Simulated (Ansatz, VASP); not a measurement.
# TiB2: VASP beside Ansatz

Wanted: the spread between two codes on one cell, functional and k mesh. The cell is taken from a series of runs on this material, whose earlier steps may have relaxed, scaled, displaced or heated it; both programs get it as it stands.

Main program and level: Ansatz 0.2.0; plane waves, with VASP 6.6.1 beside it; zone-centre phonons at PBEsol.

## (1) The structure

It takes space group P6/mmm (No. 191, hexagonal). The conventional cell has a = 3.019 Å, b = 3.019 Å, c = 3.186 Å, α = 90.00°, β = 90.00°, γ = 120.00°. Nearest to Ti lie 12 B at 2.36 Å. B has 3 B at 1.74 Å and 6 Ti at 2.36 Å nearest. Farther neighbours are not listed.

## (2) Ansatz: zone-centre phonons, PBEsol

Ansatz runs on norm-conserving files, of PseudoDojo where its log says so.

Second derivatives magnify differences that forces hide, and they need a tight electronic threshold.

input.yaml reads:

```yaml
crystal:
  lattice:
    - [3.0191290322, 0.0, 0.0]
    - [-1.5095645161, 2.6146424392, 0.0]
    - [0.0, 0.0, 3.1859196375]
  atoms:
    - { symbol: Ti, position: [0.0, 0.0, 0.0] }
    - { symbol: B, position: [0.3333333333, 0.6666666667, 0.5] }
    - { symbol: B, position: [0.6666666667, 0.3333333333, 0.5] }
kpoints:
  mp_grid: { grid: [21, 21, 16] }
hamiltonian:
  xc: pbesol
  pseudopotentials: { kind: nc, accuracy: standard }
scf:
  occupations: { method: methfessel_paxton, width: 0.2 }
output:
  eigenvalues: true
phonons:
  method: dfpt
```

The run is started by

```
$ ansatz run input.yaml --threads 4 --pin off --max-ram 8192MiB --backend cpu --events-out ev --progress --plain --runs-dir out
```

Numbers of over 12 decimals in the logs are rounded to 6 here.

What it wrote:

```text
zone centre: on kpoints.mp_grid the ground state, and the responses unless they are solved on pairs of k-points, stand on 1089 of the mesh's 7056 k-points, reduced under 4 symmetry operations, with k and −k counted as one. Each operation leaves every solved displacement unchanged or reverses it
Engine: ansatz 0.2.0, x86_64-unknown-linux-gnu
Pseudopotentials: kind: nc
Pseudopotential: Ti, nc, valence charge 12, recommended cutoff 1142.878222 eV (normal), Ti.nc.azcp (PseudoDojo's, or run here from an input of PseudoDojo's; its table is named by hamiltonian.pseudopotentials.accuracy)
Pseudopotential: B, nc, valence charge 3, recommended cutoff 1034.032677 eV (normal), B.nc.azcp (PseudoDojo's, or run here from an input of PseudoDojo's; its table is named by hamiltonian.pseudopotentials.accuracy)
Functional definition: PBEsol
  exchange = pbesol_x
  correlation = pbesol_c
Crystal: 3 atoms, lattice volume = 25.149 Å³
Basis set: ecut = 1142.878222 eV, 2183 PW (Γ), exchange–correlation on 72×72×72 points (8 copies of the dense FFT grid, shifted against one another)
Bands: 13, of which v1, the nominal top of the filled ones, is band 9 counted from 1 (8 counted from 0)
Symmetry: 24 space group operations
k-points: 1089 of 7056 (irreducible under 4 space group operations, time reversal used)
Non-local potential: Ti, projectors of the file, l = 0: 2, l = 1: 2, l = 2: 2
Non-local potential: B, projectors of the file, l = 0: 2, l = 1: 2
Initial density: superposition of atomic densities (chi_scale 0.1, normalization cell, long waves kept (reshape's long-wave potential 0.00 eV rms))
Initial wavefunctions: pseudopotential atomic-orbital guess
Functional: x = pbesol(κ = 0.804, μ = 0.123457), c = pbesol(β = 0.046)
SCF iter   1: F=—  HF=-1778.045237 eV  |F-HF|=—  |Δ(HF+E_count)|=         —  Δρ=1.04e-1  dr2=4.43e0  ethr=3.10e-3  ⟨swp⟩=4.7  Hψ=71780  notcnv=0
preconditioner: auto → none  [metal: Δε(μ)=0.027 eV  Ē_g=9.550 eV  σ=0.200 eV  W_gap=0.11  n_scr=8 (ndim 8)  ℏωp=23.4 eV  f_vac=0.000  D(μ)=0.37/eV (n_scr^D=0)  sad-step TF]
SCF iter   2: F=—  HF=-1776.980391 eV  |F-HF|=—  |Δ(HF+E_count)|=    1.06e0  S|Δr|=    0.00e0  Δρ=3.31e-2  dr2=4.24e-1  ethr=3.10e-3  ⟨swp⟩=3.9  Hψ=40560  notcnv=0
SCF iter   3: F=—  HF=-1776.867949 eV  |F-HF|=—  |Δ(HF+E_count)|=   1.12e-1  S|Δr|=    0.00e0  Δρ=7.24e-3  dr2=4.34e-3  ethr=2.36e-3  ⟨swp⟩=2.0  Hψ=23487  notcnv=0
SCF iter   4: F=—  HF=-1776.867734 eV  |F-HF|=—  |Δ(HF+E_count)|=   2.15e-4  S|Δr|=    0.00e0  Δρ=1.72e-3  dr2=3.96e-4  ethr=2.41e-5  ⟨swp⟩=2.4  Hψ=25716  notcnv=0
SCF iter   5: F=—  HF=-1776.867705 eV  |F-HF|=—  |Δ(HF+E_count)|=   2.94e-5  S|Δr|=    0.00e0  Δρ=2.82e-4  dr2=1.32e-5  ethr=2.20e-6  ⟨swp⟩=2.4  Hψ=19300  notcnv=0
SCF iter   6: F=—  HF=-1776.867705 eV  |F-HF|=—  |Δ(HF+E_count)|=   6.05e-7  S|Δr|=    0.00e0  Δρ=2.99e-5  dr2=1.57e-7  ethr=7.32e-8  ⟨swp⟩=2.5  Hψ=22608  notcnv=0
SCF iter   7: F=—  HF=-1776.867707 eV  |F-HF|=—  |Δ(HF+E_count)|=   2.05e-6  S|Δr|=    0.00e0  Δρ=5.21e-6  dr2=6.60e-9  ethr=8.74e-10  ⟨swp⟩=2.5  Hψ=20992  notcnv=0
SCF iter   8: F=—  HF=-1776.867707 eV  |F-HF|=—  |Δ(HF+E_count)|=   1.29e-9  S|Δr|=    0.00e0  Δρ=1.06e-6  dr2=3.71e-10  ethr=3.67e-11  ⟨swp⟩=2.3  Hψ=24599  notcnv=0
SCF iter   9: F=—  HF=-1776.867707 eV  |F-HF|=—  |Δ(HF+E_count)|=  7.84e-11  S|Δr|=    0.00e0  Δρ=3.19e-7  dr2=3.29e-11  ethr=2.06e-12  ⟨swp⟩=2.0  Hψ=15569  notcnv=0
SCF iter  10: F=-1776.867707 eV  HF=-1776.867707 eV  |F-HF|=0.00e0  |Δ(HF+E_count)|=  6.14e-12  S|Δr|=    0.00e0  Δρ=3.08e-8  dr2=2.84e-13  ethr=1.00e-12  ⟨swp⟩=6.3  Hψ=62685  notcnv=0
SCF 1 converged in 10 iterations: F = -1776.867707 eV  dr2 = 2.84e-13
DFPT response loops at Γ: preconditioner auto → Kerker (q_TF=auto, 2.580 Å⁻¹) (partly filled bands, converged f_vac=0.000); β = 1.00, the filter's whole step (`scf.mixing.beta` (0.50) is not read by the response loops under this deck's `scf.mixing.preconditioner`; to damp them name `kerker` or `kerker_dos`, under which they read `scf.mixing.beta`, and type it under 1.00, their step now; both keys bind the ground state too); Broyden in place of MSR1
SCF converged after 10 iterations
Stability not checked: this state was not tested for a lower state beside it, because cold or Methfessel-Paxton smearing, or corrected tetrahedra, fill the levels in a way that the test cannot read (fill_not_monotonic; see scf.lower_state_search)
Free energy (F): -1776.867707 eV
Harris-Foulkes:  -1776.867707 eV  (|F-HF|=0.00e0)
Internal energy: -1776.868255 eV  (E = F + TS)
E sigma→0 (E₀):  -1776.867844 eV
Entropy (-TS):   0.000547 eV (0.182 meV/atom)
Fermi energy:    15.460071 eV
--- Per-component energies (eV) ---
  E_band       = -87.912650
  E_kinetic    = 752.506515
  E_local      = -1160.104465  (includes V_loc(G=0)·N_el)
  E_nonlocal   = 15.894998
  E_hartree    = 325.607279
  E_xc         = -305.291433
  E_vxc        = -347.424240  (∫ρ·V_xc dr)
  E_ewald      = -1405.481149
  E_smearing   = 0.000547  (= −TS)
  E_closure    = 0.000000  (closes the sum)
  Σ components = -1776.867707   (vs F -1776.867707, Δ=0.00e0)
--- Band table (eV; the first three rows and the last of 1089) ---
  k-point 0: bands = [... 5 lower, 12.7123, 12.7123, 13.2116, 13.2473, 17.3973, 17.3973, 19.2724, 19.2724]
  k-point 1: bands = [... 5 lower, 12.4268, 12.7552, 12.7552, 13.9771, 17.2443, 17.2443, 19.1754, 19.1754]
  k-point 2: bands = [... 5 lower, 11.5836, 12.8833, 12.8833, 14.6670, 16.8754, 16.8754, 18.8966, 18.8966]
  k-point 1088: bands = [... 5 lower, 8.4961, 10.2000, 11.0692, 12.7174, 17.9379, 18.5209, 19.2335, 20.1573]
--- Phonons (Γ-DFPT): 4 representative perturbations + reference, on 1089 of 7056 k-points (Σ response iterations 14) ---
  k mesh reduced under 4 symmetry operations, with k and −k counted as one. Each operation leaves every solved displacement unchanged or reverses it
  ASR residual: 5.179e-5 → 0.000e0 eV/Å²; symmetrization residual: 1.621e-6 eV/Å²
  ASR residual per site (eV/Å²): 5.18e-5 3.78e-6 3.78e-6
  Γ frequencies (cm⁻¹): 0.00 0.00 0.00 525.64 525.64 530.40 559.26 903.95 903.95
  non-analytic LO–TO correction: not included (Born effective charges unavailable; polar crystals: no LO–TO splitting at Γ)
```

Reading the cycles: dr2 is the Hartree energy of the density residual (eV), the measure of convergence; HF is the Harris–Foulkes estimate of the energy, which meets the free energy F at convergence.

(Part 1 of 2 ends here.)

[Lines on the potential files, build, host, timing and source positions are cut from VASP's logs without a mark.]

[Logs are printed without paths, hosts, clocks, repeated set-up lines and the standing remarks that a program may print on its own settings, such as how far it seeks lower states.]

[Hosts, paths, dates, database ids (printed as entryN), source tags and the programs' standing remarks are cut or masked in the printed files.]
